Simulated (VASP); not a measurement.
# KTaO3: single point with PBE

Crystal: KTaO3.

```
K Ta O
1.0
     3.98373    0.00000    0.00000
     0.00000    3.98373    0.00000
     0.00000    0.00000    3.98373
K Ta O
1 1 3
Direct
  0.50000 0.50000 0.50000
  0.00000 0.00000 0.00000
  0.50000 0.00000 0.00000
  0.00000 0.50000 0.00000
  0.00000 0.00000 0.50000
```

```yaml
Program: VASP 6.6.1
Task: single point
Functional: PBE
Potentials_or_basis: VASP PAW PBE potentials, release 64 (K_sv, Ta_pv, O)
Cutoff: 520 eV
k_mesh: 8 × 8 × 8
Occupations: gaussian, width 0.02 eV
Spin: no spin polarisation
Dipole_correction: no
Further_INCAR_settings: ALGO = Normal; EDIFF = 1e-06; NBANDS = 27
```

```yaml
Pressure: 6.8 GPa
Band_gap_on_the_k_mesh: 2.18 eV, indirect (least direct gap 2.80 eV)
```

Levels at points of the mesh, in eV from the valence-band top:
```csv
k point,band 17,band 18,band 19,band 20,band 21,band 22
"(0.00, 0.00, 0.00)",-0.62,-0.62,-0.62,2.18,2.18,2.18
"(0.50, 0.00, 0.00)",-1.52,-0.85,-0.85,2.34,5.04,5.04
"(0.50, 0.50, 0.00)",-1.44,-1.44,-0.04,5.08,5.08,6.37
"(0.50, 0.50, 0.50)",0.00,0.00,0.00,6.51,6.51,6.51
```

Run time: 30 s on 1 thread of AMD EPYC 9R45 (Zen 5), with other jobs on the host, peak memory 0.17 GiB.

Caveat: spin-orbit coupling is left out, which moves the levels of the heavy elements. Expect the measured gap to be larger: semilocal functionals such as PBE lack the derivative discontinuity.
